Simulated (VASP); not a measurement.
OSZICAR of a VASP run on LiH (rock salt):

OSZICAR:
```
       N       E                     dE             d eps       ncg     rms          rms(c)
DAV:   1    -0.252440707143E+00   -0.25244E+00   -0.15513E+03   576   0.629E+02
DAV:   2    -0.561539555340E+01   -0.53630E+01   -0.51039E+01   810   0.676E+01
DAV:   3    -0.570911817668E+01   -0.93723E-01   -0.93723E-01   666   0.908E+00
DAV:   4    -0.571051136255E+01   -0.13932E-02   -0.13932E-02   834   0.844E-01
DAV:   5    -0.571051374763E+01   -0.23851E-05   -0.23851E-05   654   0.365E-02    0.305E+00
DAV:   6    -0.550432240432E+01    0.20619E+00   -0.19096E-01   630   0.201E+00    0.151E+00
DAV:   7    -0.543961028195E+01    0.64712E-01   -0.24155E-01   744   0.249E+00    0.238E-01
DAV:   8    -0.544205820940E+01   -0.24479E-02   -0.69589E-03   666   0.722E-01    0.490E-02
DAV:   9    -0.544201510228E+01    0.43107E-04   -0.31255E-04   816   0.105E-01    0.114E-02
DAV:  10    -0.544201320200E+01    0.19003E-05   -0.11464E-05   702   0.312E-02    0.409E-03
DAV:  11    -0.544201300409E+01    0.19791E-06   -0.95451E-07   588   0.854E-03
   1 F= -.54420130E+01 E0= -.54420130E+01  d E =-.544201E+01
```

Task: Which electronic solver shows in the log?

Result: It is blocked Davidson (ALGO = Normal, or the opening steps of other solvers). The INCAR had ALGO = Normal.

Task: Can the final energy be trusted as converged?

Result: The run converged. It stopped with EDIFF = 1E-6, NELM = 100, NSW = 60 and EDIFFG = -0.01 after 1 ionic step (rev-vdW-DF2, plane waves, VASP's PBE PAW potentials (set 64)).

The compound is LiH in the rock salt structure. It was relaxed first, which changed the volume by -6 %. The start is the result of an earlier pass.
